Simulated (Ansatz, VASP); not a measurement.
# CdCuCl3 in two plane-wave programs, part 2 of 2

One calculation is typed for both programs; each brings its own data sets and cutoff. How far apart do they land? The cell is invented: As first built, before any earlier steps moved the atoms (in the runner's words): it takes the CsCdCl3 structure with some of its atoms replaced by other elements, volume scaled by an estimate. It may not be a known or stable phase. The cell is taken from a series of VASP runs on this material, whose earlier steps may have relaxed, scaled or displaced it; both programs get it as it stands.

VASP 6.6.1 and Ansatz 0.2.0.

So far. Step 3 (Ansatz: single point, r2SCAN): The run ends at a pressure of 0.12 GPa.

### Step 5. VASP: band structure, r2SCAN

Level of this step: r2SCAN, no spin polarisation; plane waves and PAW (Cd, Cu, Cl); invented cell (VASP).

The same path points are solved in both programs, so levels can be compared one by one.

Input file INCAR:

```
SYSTEM = CdCuCl3
PREC = Accurate
ENCUT = 400
EDIFF = 1E-06
NELM = 100
ISMEAR = 0
SIGMA = 0.05
LREAL = .FALSE.
ALGO = Normal
METAGGA = R2SCAN
LASPH = .TRUE.
NBANDS = 37
LORBIT = 11
LWAVE = .FALSE.
LCHARG = .FALSE.
KPAR = 2
```

Input file POSCAR:

```
CdCuCl3
1.0
    5.0933261940      0.0000000000      0.0000000000
    0.0000000000      5.0933261940      0.0000000000
    0.0000000000      0.0000000000      5.0933261940
Cd Cu Cl
1 1 3
Direct
    0.5000000000      0.5000000000      0.5000000000
    0.0000000000      0.0000000000      0.0000000000
    0.0000000000      0.5000000000      0.5000000000
    0.5000000000      0.0000000000      0.5000000000
    0.5000000000      0.5000000000      0.0000000000
```

Input file KPOINTS:

```
Automatic mesh
0
Gamma
5 5 5
0 0 0
```

Input file KPOINTS_OPT:

```
Line mode
16
Line-mode
Reciprocal
  0.00000000   0.00000000   0.00000000 GAMMA
  0.00000000   0.50000000   0.00000000 X

  0.00000000   0.50000000   0.00000000 X
  0.50000000   0.50000000   0.00000000 M

  0.50000000   0.50000000   0.00000000 M
  0.00000000   0.00000000   0.00000000 GAMMA

  0.00000000   0.00000000   0.00000000 GAMMA
  0.50000000   0.50000000   0.50000000 R

  0.50000000   0.50000000   0.50000000 R
  0.00000000   0.50000000   0.00000000 X

  0.50000000   0.50000000   0.00000000 M
  0.50000000   0.50000000   0.50000000 R
```

Potentials, in the order of the species: Cd, Cu and Cl (PBE family, release 64).

The run is started by

```
mpirun -np 2 vasp_std
```

Numbers of over 12 decimals in the logs are rounded to 6 here.

Output:

```text
[banner, memory and clock lines left out]
running    2 mpi-ranks, on    1 nodes
[...]
[... a notice as in an earlier step ...]

 LDA part: xc-table for (None), standard interpolation
 POSCAR, INCAR and KPOINTS ok, starting setup
[...]
entering main loop
       N       E                     dE             d eps       ncg     rms          rms(c)
DAV:   1     0.299069373962E+03    0.29907E+03   -0.16607E+04   740   0.967E+02
DAV:   2    -0.236523671558E+02   -0.32272E+03   -0.29680E+03   780   0.269E+02
DAV:   3    -0.614235373385E+02   -0.37771E+02   -0.36662E+02   931   0.995E+01
DAV:   4    -0.628138172937E+02   -0.13903E+01   -0.13852E+01   886   0.199E+01
[...]
DAV:  12    -0.512971408351E+02   -0.14607E-03   -0.17171E-04   907   0.917E-02    0.167E-02
DAV:  13    -0.512971384626E+02    0.23725E-05   -0.70844E-06   951   0.139E-02    0.369E-03
DAV:  14    -0.512971380899E+02    0.37270E-06   -0.51771E-07   520   0.512E-03
   1 F= -.51297138E+02 E0= -.51297138E+02  d E =-.809055E-11
 Start KPOINTS_OPT (optional k-point list driver)
k-point batch [1-10\96]
       N       E                     dE             ncg
DAV:   1     0.168192397932E+04    0.31600E+01      740
DAV:   2    -0.158430704510E+04   -0.32662E+04      807
DAV:   3    -0.196587862114E+04   -0.38157E+03      910
DAV:   4    -0.198069695237E+04   -0.14818E+02      884
DAV:   5    -0.198117222914E+04   -0.47528E+00     1003
DAV:   6    -0.198119185426E+04   -0.19625E-01     1036
DAV:   7    -0.198119194115E+04   -0.86891E-04      998
DAV:   8    -0.198119194283E+04   -0.16762E-05      745
DAV:   9    -0.198119194294E+04   -0.10869E-06      560
[...]
k-point batch [91-96\96]
       N       E                     dE             ncg
DAV:   1     0.535262317004E+04   -0.60429E+04      444
DAV:   2     0.339543015885E+04   -0.19572E+04      472
DAV:   3     0.316109706666E+04   -0.23433E+03      595
DAV:   4     0.315335488589E+04   -0.77422E+01      528
DAV:   5     0.315309900338E+04   -0.25588E+00      530
DAV:   6     0.315308400146E+04   -0.15002E-01      659
DAV:   7     0.315308371160E+04   -0.28985E-03      575
DAV:   8     0.315308370987E+04   -0.17364E-05      507
DAV:   9     0.315308370977E+04   -0.10246E-06      380
```

Parts of OUTCAR (step 5):

```text
  Total       -0.0060237     -0.0060237     -0.0060237      0.0000000     -0.0000000      0.0000000
  in kB       -0.0730411     -0.0730411     -0.0730411      0.0000000     -0.0000000      0.0000000
  external PRESSURE =      -0.0730411 kB  Pullay stress =       0.0000000 kB

  FREE ENERGIE OF THE ION-ELECTRON SYSTEM (eV)
  ---------------------------------------------------
  free  energy   TOTEN  =       -51.2971380899 eV

  energy  without entropy=      -51.2971380899  energy(sigma->0) =      -51.29713809

[... 2 parts as in an earlier step ...]

[... 2 further parts left out ...]
[key lines of the parts left out:]
E-fermi :   0.1416
```

Spin-orbit coupling is off here; it would split degenerate levels.

### Step 6. Ansatz: band structure, r2SCAN

The same cell, functional, mesh and smearing now go to Ansatz, which takes its cutoff from its data sets.

The cell is taken from a series of VASP runs on this material, whose earlier steps may have relaxed, scaled or displaced it; both programs get it as it stands.

Input file input.yaml:

```yaml
crystal:
  lattice:
    - [5.093326194, 0.0, 0.0]
    - [0.0, 5.093326194, 0.0]
    - [0.0, 0.0, 5.093326194]
  atoms:
    - { symbol: Cd, position: [0.5, 0.5, 0.5] }
    - { symbol: Cu, position: [0.0, 0.0, 0.0] }
    - { symbol: Cl, position: [0.0, 0.5, 0.5] }
    - { symbol: Cl, position: [0.5, 0.0, 0.5] }
    - { symbol: Cl, position: [0.5, 0.5, 0.0] }
hamiltonian:
  xc: r2scan
  pseudopotentials: { kind: paw }
kpoints:
  mp_grid: { grid: [5, 5, 5] }
  band_path:
    path:
      - [0.0, 0.0, 0.0]
      - [0.0, 0.1, 0.0]
      - [0.0, 0.2, 0.0]
      - [0.0, 0.3, 0.0]
      - [0.0, 0.43333, 0.0]
      - [0.0, 0.5, 0.0]
      - [0.1, 0.5, 0.0]
      - [0.2, 0.5, 0.0]
      - [0.33333, 0.5, 0.0]
      - [0.43333, 0.5, 0.0]
      - [0.46667, 0.5, 0.0]
      - [0.5, 0.5, 0.0]
      - [0.36667, 0.36667, 0.0]
      - [0.26667, 0.26667, 0.0]
      - [0.16667, 0.16667, 0.0]
      - [0.06667, 0.06667, 0.0]
      - [0.03333, 0.03333, 0.03333]
      - [0.13333, 0.13333, 0.13333]
      - [0.23333, 0.23333, 0.23333]
      - [0.33333, 0.33333, 0.33333]
      - [0.46667, 0.46667, 0.46667]
      - [0.46667, 0.5, 0.46667]
      - [0.36667, 0.5, 0.36667]
      - [0.23333, 0.5, 0.23333]
      - [0.13333, 0.5, 0.13333]
      - [0.03333, 0.5, 0.03333]
      - [0.5, 0.5, 0.03333]
      - [0.5, 0.5, 0.16667]
      - [0.5, 0.5, 0.26667]
      - [0.5, 0.5, 0.36667]
      - [0.5, 0.5, 0.5]
    npoints: 1
scf:
  occupations: { method: gaussian, width: 0.05 }
  n_extra_bands: 8
output:
  forces: true
  stress: true
  eigenvalues: true
```

The run is started by

```
ansatz run input.yaml --threads 2 --pin off --max-ram 4608MiB --backend cpu --events-out ev --progress --plain --runs-dir out
```

Output:

```text
[...]
Crystal: 5 atoms, lattice volume = 132.131 Å³
Basis set: ecut = 500 eV, 3407 PW (Γ), exchange–correlation on 160×160×160 points (64 copies of the dense FFT grid, shifted against one another)
Bands: 38, of which v1, the nominal top of the filled ones, is band 30 counted from 1 (29 counted from 0)
Symmetry: 48 space group operations
[...]
k-points: 10 of 125
[...]
k-point 0: bands = [... 26 lower, 3.1635, 3.1816, 3.1816, 3.1816, 4.4923, 5.7697, 11.6561, 11.6561, ... 4 higher]
  k-point 1: bands = [... 26 lower, 3.1822, 3.2087, 3.2215, 3.2215, 4.9042, 6.5180, 10.2068, 11.1523, ... 4 higher]
  k-point 2: bands = [... 26 lower, 3.1911, 3.2685, 3.2836, 3.2836, 5.6205, 8.0975, 8.9496, 10.6965, ... 4 higher]
  k-point 9: bands = [... 26 lower, 3.1980, 3.1980, 3.2380, 3.2380, 5.0771, 9.7843, 10.5431, 10.6284, ... 4 higher]
[key lines of the parts left out:]
SCF converged after 8 iterations
Free energy (F): -18152.349298 eV
Fermi energy:    3.894161 eV
P = ⅓ Tr σ = 0.1190 GPa (1.190 kbar)
```

Run time: 6.4 s. Hardware: 2 threads of Arm Neoverse V2, shared host; peak memory 0.68 GiB.

### Step 7. Comparison

The two programs side by side:

```
                     quantity  Ansatz   VASP  difference
               pressure (GPa)    0.12  -0.01       +0.13
gap over the path points (eV)   1.193  1.128      +0.065
```

Levels at points of the path, from each program's valence-band top (eV; 4 filled, then empty):

```csv
k (reciprocal lattice),Ansatz,VASP
0.000 0.000 0.000,-0.14 -0.12 -0.12 -0.12 1.19 2.47 8.36,-0.14 -0.12 -0.12 -0.12 1.13 2.42 8.30
0.000 0.100 0.000,-0.12 -0.12 -0.11 -0.11 1.31 2.67 7.67,-0.12 -0.12 -0.10 -0.10 1.25 2.62 7.63
0.000 0.200 0.000,-0.12 -0.09 -0.08 -0.08 1.60 3.22 6.91,-0.12 -0.09 -0.08 -0.08 1.54 3.17 6.87
0.000 0.300 0.000,-0.12 -0.06 -0.04 -0.04 1.98 4.00 6.20,-0.12 -0.06 -0.04 -0.04 1.91 3.96 6.15
0.000 0.433 0.000,-0.11 -0.03 -0.01 -0.01 2.40 5.00 5.53,-0.11 -0.03 -0.01 -0.01 2.33 4.96 5.49
0.000 0.500 0.000,-0.10 -0.02 -0.01 -0.01 2.47 5.19 5.43,-0.10 -0.02 0.00 0.00 2.40 5.15 5.39
0.100 0.500 0.000,-0.10 -0.03 -0.02 -0.01 2.48 5.27 5.53,-0.10 -0.03 -0.02 0.00 2.41 5.23 5.49
0.200 0.500 0.000,-0.08 -0.04 -0.04 0.00 2.48 5.54 5.80,-0.07 -0.04 -0.04 0.00 2.41 5.50 5.76
0.333 0.500 0.000,-0.08 -0.04 -0.03 0.00 2.49 6.18 6.31,-0.08 -0.04 -0.03 0.00 2.42 6.13 6.27
0.433 0.500 0.000,-0.08 -0.03 -0.01 0.00 2.50 6.52 6.59,-0.08 -0.03 -0.01 0.00 2.43 6.47 6.55
```

Among the levels compared at these points, filled levels agree within 2 meV and empty ones within 69 meV. Ansatz's pressure holds a Pulay correction of 0.04 GPa; VASP's holds none.

### Step 8. Ansatz: band structure, r2SCAN, spin-orbit coupling

The same path points are solved in both programs, so levels can be compared one by one.

The cell is taken from a series of VASP runs on this material, whose earlier steps may have relaxed, scaled or displaced it; both programs get it as it stands.

input.yaml, as its differences from that of step 6:

```diff
@@ -13,5 +13,8 @@
   xc: r2scan
-  pseudopotentials: { kind: paw }
+  pseudopotentials: { kind: paw_fr }
+magnetization:
+  noncollinear: true
+  spin_orbit: true
 kpoints:
-  mp_grid: { grid: [5, 5, 5] }
+  mp_grid: { grid: [4, 4, 4] }
   band_path:
@@ -28,3 +31,2 @@
       - [0.43333, 0.5, 0.0]
-      - [0.46667, 0.5, 0.0]
       - [0.5, 0.5, 0.0]
@@ -52,3 +54,3 @@
   occupations: { method: gaussian, width: 0.05 }
-  n_extra_bands: 8
+  n_extra_bands: 16
 output:
@@ -57 +59,5 @@
   eigenvalues: true
+  write_density: true
+  write_potential: true
+  elf: true
+  volumetric_format: npy
```

Output:

```text
[...]
non-collinear run that drives no moment, with spin-orbit: no starting moment large enough to seed its density (crystal.atoms[].spin), no starting occupations that ask for one, no magnetisation constraint and no magnetic field, so the semilocal B_xc is pinned to zero
Crystal: 5 atoms, lattice volume = 132.131 Å³
[...]
k-point 0: bands = [... 56 lower, 3.2783, 3.2783, 3.2895, 3.2895, 4.4927, 4.4927, 5.7719, 5.7719, ... 12 higher]
  k-point 1: bands = [... 56 lower, 3.3129, 3.3129, 3.3401, 3.3401, 5.0871, 5.0871, 6.8912, 6.8912, ... 12 higher]
  k-point 2: bands = [... 56 lower, 3.3493, 3.3493, 3.3918, 3.3918, 5.7711, 5.7711, 8.4900, 8.4900, ... 12 higher]
  k-point 9: bands = [... 56 lower, 3.3046, 3.3046, 3.3046, 3.3046, 4.8589, 4.8589, 10.0704, 10.0704, ... 12 higher]
[key lines of the parts left out:]
SCF converged after 10 iterations
Magnetization: |M| = 0.0000 μB,  M = (+0.0000, +0.0000, +0.0000) μB
Free energy (F): -18141.507284 eV
Fermi energy:    3.946392 eV
P = ⅓ Tr σ = 0.1062 GPa (1.062 kbar)
```

Run time: 57 s. Hardware: 2 threads; peak memory 1.1 GiB; 1.9 min of CPU time.

### Step 9. VASP: band structure, r2SCAN, spin-orbit coupling

The same cell, functional, mesh and smearing now go to VASP, with its own data sets and cutoff.

INCAR, as its differences from that of step 5:

```diff
@@ -11,3 +11,8 @@
 LASPH = .TRUE.
-NBANDS = 37
+LNONCOLLINEAR = .TRUE.
+MAGMOM = 0 0 0 0 0 0 0 0 0 0 0 0 0 0 0
+NBANDS = 56
+GGA_COMPAT = .FALSE.
+LSORBIT = .TRUE.
+LMAXMIX = 4
 LORBIT = 11
```

POSCAR is that of step 5.

Input file KPOINTS:

```
Automatic mesh
0
Gamma
4 4 4
0 0 0
```

KPOINTS_OPT is that of step 5.

The run is started by

```
mpirun -np 2 vasp_ncl
```

Output:

```text
[... set-up lines as in an earlier step ...]
 entering main loop
       N       E                     dE             d eps       ncg     rms          rms(c)
DAV:   1     0.363974783849E+03    0.36397E+03   -0.16509E+04  1120   0.130E+03
DAV:   2     0.645101482275E+00   -0.36333E+03   -0.34131E+03  1200   0.361E+02
DAV:   3    -0.592538004897E+02   -0.59899E+02   -0.57961E+02  1520   0.153E+02
DAV:   4    -0.628213160997E+02   -0.35675E+01   -0.35456E+01  1584   0.409E+01
[...]
DAV:  13    -0.513279991731E+02   -0.53479E-04   -0.12757E-04  1352   0.102E-01    0.119E-02
DAV:  14    -0.513279994709E+02   -0.29777E-06   -0.11513E-05  1624   0.279E-02    0.396E-03
DAV:  15    -0.513280002716E+02   -0.80076E-06   -0.44648E-07   856   0.635E-03
   1 F= -.51328000E+02 E0= -.51328000E+02  d E =-.452180E-12  mag=     0.0000     0.0000     0.0000
 Start KPOINTS_OPT (optional k-point list driver)
k-point batch [1-10\96]
       N       E                     dE             ncg
DAV:   1     0.225340753834E+04    0.11580E+04     1120
DAV:   2    -0.135842159119E+04   -0.36118E+04     1200
DAV:   3    -0.194463617781E+04   -0.58621E+03     1400
DAV:   4    -0.198032781406E+04   -0.35692E+02     1400
DAV:   5    -0.198175030411E+04   -0.14225E+01     1488
DAV:   6    -0.198180999051E+04   -0.59686E-01     1520
DAV:   7    -0.198181064348E+04   -0.65297E-03     1520
DAV:   8    -0.198181065715E+04   -0.13668E-04     1304
DAV:   9    -0.198181065732E+04   -0.17425E-06      776
[...]
k-point batch [91-96\96]
       N       E                     dE             ncg
DAV:   1     0.555117911858E+04   -0.54648E+04      672
DAV:   2     0.340371645305E+04   -0.21475E+04      736
DAV:   3     0.309036466447E+04   -0.31335E+03      864
DAV:   4     0.307164489966E+04   -0.18720E+02      808
DAV:   5     0.307074044808E+04   -0.90445E+00     1032
DAV:   6     0.307073016975E+04   -0.10278E-01      936
DAV:   7     0.307072965688E+04   -0.51287E-03     1040
DAV:   8     0.307072965194E+04   -0.49362E-05      784
DAV:   9     0.307072965186E+04   -0.83515E-07      632
```

From OUTCAR (step 9):

```text
  Total       -0.0238887     -0.0238887     -0.0238887      0.0000000     -0.0000000      0.0000000
  in kB       -0.2896663     -0.2896663     -0.2896663      0.0000000     -0.0000000      0.0000000
  external PRESSURE =      -0.2896663 kB  Pullay stress =       0.0000000 kB

  FREE ENERGIE OF THE ION-ELECTRON SYSTEM (eV)
  ---------------------------------------------------
  free  energy   TOTEN  =       -51.3280002716 eV

  energy  without entropy=      -51.3280002716  energy(sigma->0) =      -51.32800027

 magnetization (x)
# of ion       s       p       d       tot
------------------------------------------
    1        0.000  -0.000  -0.000  -0.000
    2       -0.000  -0.000  -0.000  -0.000
    3        0.000   0.000   0.000   0.000
    4        0.000   0.000   0.000   0.000
    5        0.000   0.000   0.000   0.000
--------------------------------------------------
tot         -0.000  -0.000  -0.000  -0.000

 magnetization (y)
# of ion       s       p       d       tot
------------------------------------------
    1        0.000  -0.000   0.000   0.000
    2        0.000   0.000   0.000   0.000
    3        0.000   0.000   0.000   0.000
    4        0.000   0.000   0.000   0.000
    5        0.000  -0.000   0.000  -0.000
--------------------------------------------------
tot          0.000  -0.000   0.000   0.000

 magnetization (z)
# of ion       s       p       d       tot
------------------------------------------
    1       -0.000   0.000   0.000   0.000
    2       -0.000   0.000  -0.000  -0.000
    3        0.000  -0.000   0.000  -0.000
    4        0.000   0.000   0.000   0.000
    5        0.000   0.000   0.000   0.000
--------------------------------------------------
tot         -0.000   0.000  -0.000   0.000

[... 2 parts as in an earlier step ...]

[... 2 further parts left out ...]
[key lines of the parts left out:]
E-fermi :   0.2553
```

The run ends at a pressure of -0.03 GPa.

### Step 10. Comparison

What differs besides the data sets and the points named for the pairs above, as far as they apply: spin-orbit coupling enters by fully relativistic files in Ansatz and inside the spheres in VASP; the data sets hold 60 valence electrons in Ansatz (fully relativistic PAW (standard-fr) files) and 44 in VASP. Total energies have different zeros and are not compared.

The two programs side by side:

```csv
quantity,Ansatz,VASP,difference
pressure (GPa),0.11,-0.03,+0.14
gap over the path points (eV),1.095,1.029,+0.066
```

Levels at points of the path, from each program's valence-band top (eV; 8 filled, then empty):

```
k (reciprocal lattice)                                                                         Ansatz                                                                           VASP
     0.000 0.000 0.000  -0.39 -0.39 -0.12 -0.12 -0.12 -0.12 -0.11 -0.11 1.09 1.09 2.37 2.37 8.18 8.18  -0.39 -0.39 -0.12 -0.12 -0.12 -0.12 -0.11 -0.11 1.03 1.03 2.32 2.32 8.12 8.13
     0.000 0.100 0.000  -0.38 -0.38 -0.11 -0.11 -0.11 -0.11 -0.10 -0.10 1.21 1.21 2.57 2.57 7.57 7.57  -0.38 -0.38 -0.11 -0.11 -0.11 -0.11 -0.10 -0.10 1.15 1.15 2.52 2.52 7.53 7.53
     0.000 0.200 0.000  -0.36 -0.36 -0.10 -0.10 -0.10 -0.10 -0.07 -0.07 1.51 1.51 3.12 3.12 6.81 6.81  -0.36 -0.36 -0.10 -0.10 -0.10 -0.10 -0.07 -0.07 1.44 1.44 3.08 3.08 6.76 6.76
     0.000 0.300 0.000  -0.34 -0.34 -0.08 -0.08 -0.07 -0.07 -0.04 -0.04 1.88 1.88 3.90 3.90 6.10 6.10  -0.34 -0.34 -0.08 -0.08 -0.07 -0.07 -0.04 -0.04 1.81 1.81 3.86 3.86 6.05 6.05
     0.000 0.433 0.000  -0.32 -0.32 -0.06 -0.06 -0.05 -0.05 -0.01 -0.01 2.30 2.30 4.91 4.91 5.43 5.43  -0.32 -0.32 -0.06 -0.06 -0.05 -0.05 -0.01 -0.01 2.24 2.24 4.86 4.86 5.39 5.39
     0.000 0.500 0.000  -0.31 -0.31 -0.06 -0.06 -0.05 -0.05 -0.01 -0.01 2.37 2.37 5.09 5.09 5.33 5.33  -0.32 -0.32 -0.06 -0.06 -0.05 -0.05 -0.01 -0.01 2.31 2.31 5.05 5.05 5.29 5.29
     0.100 0.500 0.000  -0.31 -0.31 -0.06 -0.06 -0.05 -0.05 -0.01 -0.01 2.38 2.38 5.18 5.18 5.43 5.43  -0.32 -0.32 -0.06 -0.06 -0.05 -0.05 -0.01 -0.01 2.31 2.31 5.13 5.13 5.39 5.39
     0.200 0.500 0.000  -0.31 -0.31 -0.06 -0.06 -0.04 -0.04 -0.02 -0.02 2.38 2.38 5.44 5.44 5.71 5.71  -0.31 -0.31 -0.06 -0.06 -0.04 -0.04 -0.02 -0.02 2.31 2.31 5.40 5.40 5.66 5.66
     0.333 0.500 0.000  -0.30 -0.30 -0.06 -0.06 -0.04 -0.04 -0.01 -0.01 2.40 2.40 6.08 6.08 6.21 6.21  -0.30 -0.30 -0.06 -0.06 -0.04 -0.04 -0.01 -0.01 2.33 2.33 6.03 6.03 6.17 6.17
     0.433 0.500 0.000    -0.30 -0.30 -0.06 -0.06 -0.04 -0.04 0.00 0.00 2.40 2.40 6.41 6.41 6.48 6.48    -0.30 -0.30 -0.06 -0.06 -0.04 -0.04 0.00 0.00 2.33 2.33 6.36 6.36 6.44 6.44
```

Among the levels compared at these points, filled levels agree within 26 meV and empty ones within 70 meV. Ansatz's pressure holds a Pulay correction of 0.04 GPa; VASP's holds none.

### Step 11. Results

```
difference in gap on the k mesh (single point, r2SCAN)                               : 0.065 eV
difference in gap over the path points (band structure, r2SCAN)                      : 0.065 eV
difference in gap over the path points (band structure, r2SCAN, spin-orbit coupling) : 0.066 eV
```

In words: The difference in gap over the path points is 0.066 eV (band structure, r2SCAN, spin-orbit coupling), within the 0.08 eV picked in this series as the mark of a large difference. How closely two codes agree says nothing of how well the functional describes the real material.

[Lines on the potential files, build, host, timing and source positions are cut from VASP's logs without a mark.]

[Logs are printed without paths, hosts, clocks, repeated set-up lines and the standing remarks that a program may print on its own settings, such as how far it seeks lower states.]

[Hosts, paths, dates, database ids (printed as entryN), source tags and the programs' standing remarks are cut or masked in the printed files.]
